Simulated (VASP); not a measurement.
The system is NiO.

```
CELL_PARAMETERS angstrom
1.43814 0.83031 2.33081
-1.43814 0.83031 2.33081
0.00000 -1.66062 2.33081
ATOMIC_POSITIONS crystal
Ni 0.00000 0.00000 0.00000
O 0.50000 0.50000 0.50000
```

The cell was built by a generator and needn't be a form met in nature.

* Program: VASP 6.6.1
* Task: relaxation of cell and atoms
* Functional: PBE
* Potentials or basis: VASP PAW PBE potentials, release 64 (Ni, O)
* Cutoff: 520 eV
* k mesh: 15 × 15 × 15
* Occupations: gaussian, width 0.02 eV
* Spin: no spin polarisation

At the start: pressure 18.7 GPa; volume 8.35 Å³/atom.

Task: How do energy, volume and symmetry change on relaxing?

Result: Over 9 steps the energy falls by 35.5 meV/atom and the volume is 9.00 Å³/atom (+7.8 %); space group Fm-3m (No. 225, to 0.05 Å).

The path:
```csv
step,energy change (eV),largest force (eV/Å),pressure (GPa),volume (Å³)
1,0.0000,0.0000,18.67,16.70
2,-0.0261,0.0000,-11.66,19.16
3,-0.0708,0.0000,-0.15,18.01
4,-0.0708,0.0000,0.23,17.98
5,-0.0708,0.0000,0.23,17.98
6,-0.0709,0.0000,0.16,17.98
7,-0.0709,0.0000,0.17,17.98
8,-0.0709,0.0000,-0.32,18.02
9,-0.0709,0.0000,0.02,18.00
```

Final structure:
```
Ni O
1.0
     1.47101    0.84929    2.40111
    -1.47101    0.84929    2.40111
     0.00000   -1.69857    2.40111
Ni O
1 1
Cartesian
  0.0000 0.0000 0.0000
  0.0000 0.0000 3.6017
```

Caveat: the run has no spin polarisation, though such a crystal can be magnetic.
